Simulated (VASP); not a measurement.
A run of VASP 6.6.1:

The input POSCAR:

```
Nb2SnSe
1.0
    3.3990000000      0.0000000000      0.0000000000
    0.0000000000      3.3990000000      0.0000000000
    0.0000000000      0.0000000000     14.0443500000
Nb Sn Se
4 2 2
Direct
    0.5000000000      0.0000000000      0.7016900000
    0.5000000000      0.0000000000      0.9499780000
    0.0000000000      0.5000000000      0.0500220000
    0.0000000000      0.5000000000      0.2983100000
    0.0000000000      0.5000000000      0.8333120000
    0.5000000000      0.0000000000      0.1666880000
    0.0000000000      0.5000000000      0.6056550000
    0.5000000000      0.0000000000      0.3943450000
```

Contents of INCAR.step1:

```
  PREC = Accurate
  ENCUT = 520
  EDIFF = 1E-6
  ISMEAR = 0
  SIGMA = 0.1
  LREAL = F
  LASPH = T
  NELM = 100
  ALGO = Normal
  ISIF = 2
  LWAVE = F
  LCHARG = T
  LMAXMIX = 4
  GGA = PE
  NBANDS = 56
  KPAR = 4
```

The input KPOINTS.step1:

```
regular mesh
0
Gamma
  10 10 2
```

Contents of INCAR.step2:

```
  PREC = Accurate
  ENCUT = 520
  EDIFF = 1E-6
  ISMEAR = -5
  SIGMA = 0.1
  LREAL = F
  LASPH = T
  NELM = 100
  ALGO = Normal
  ISIF = 2
  LWAVE = F
  LCHARG = F
  LMAXMIX = 4
  GGA = PE
  LORBIT = 11
  NBANDS = 56
  KPAR = 4
  NEDOS = 1001
  ICHARG = 11
```

File KPOINTS.step2:

```
regular mesh
0
Gamma
  15 15 3
```

Potentials or basis: VASP PAW PBE potentials, release 64 (Nb_sv, Sn_d, Se).

The run is started by

```bash
$ cat potpaw_PBE.64/Nb_sv/POTCAR potpaw_PBE.64/Sn_d/POTCAR potpaw_PBE.64/Se/POTCAR > POTCAR
$ cp INCAR.step1 INCAR
$ cp KPOINTS.step1 KPOINTS
$ mpirun -np 4 vasp_std > vasp.out
$ cp INCAR.step2 INCAR
$ cp KPOINTS.step2 KPOINTS
$ mpirun -np 4 vasp_std > vasp.out
```

Hardware: 4 MPI ranks on Intel(R) Xeon(R) Platinum 8488C (Sapphire Rapids), on a shared host.

Task: How long does it take, and how much memory?

Result: It took 5.1 min on 4 MPI ranks on Intel(R) Xeon(R) Platinum 8488C (Sapphire Rapids), with other jobs on the host, peak memory 0.63 GiB a rank. Counts: scf iterations 11, k points 72.
